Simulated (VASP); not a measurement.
```
CELL_PARAMETERS angstrom
     -3.34177     3.34177     3.34177
      3.34177    -3.34177     3.34177
      3.34177     3.34177    -3.34177
ATOMIC_POSITIONS crystal
  Hf 0.87500 0.25000 0.12500
  Hf 0.75000 0.37500 0.62500
  Hf 0.62500 0.75000 0.37500
  Hf 0.25000 0.12500 0.87500
  Hf 0.12500 0.87500 0.25000
  Hf 0.37500 0.62500 0.75000
  N  0.50000 0.00000 0.63366
  N  0.00000 0.13366 0.50000
  N  0.86634 0.86634 0.86634
  N  0.13366 0.50000 0.00000
  N  0.00000 0.63366 0.50000
  N  0.50000 0.00000 0.13366
  N  0.63366 0.50000 0.00000
  N  0.36634 0.36634 0.36634
```

Method: PBE GGA, VASP's PBE PAW potentials (set 64) (plane waves; VASP). Run with LREAL = Auto, 400 eV cut-off, 5×5×5 Γ-centred mesh, Fermi-Dirac smearing of 0.050 eV, potentials Hf_pv N.

Unless said otherwise, spin-orbit coupling is left out, though it shifts the bands of the heavy elements here.

### Question
Predict the energy per atom (σ→0), largest force, band gap (on the k-mesh) with the smallest direct gap where there is one.

### Answer

```json
{
 "band gap (on the k-mesh)": "1.01 eV",
 "smallest direct gap (on the k-mesh)": "1.01 eV",
 "energy per atom (σ→0)": "-10615 meV/atom",
 "largest_force": "0.084 eV/Å"
}
```

The absolute energy has meaning only against runs of the same code, potentials and settings.

The structure comes from a computed database's Hf3N4 entry, a phase known from measurement. The cell was not relaxed at this level.
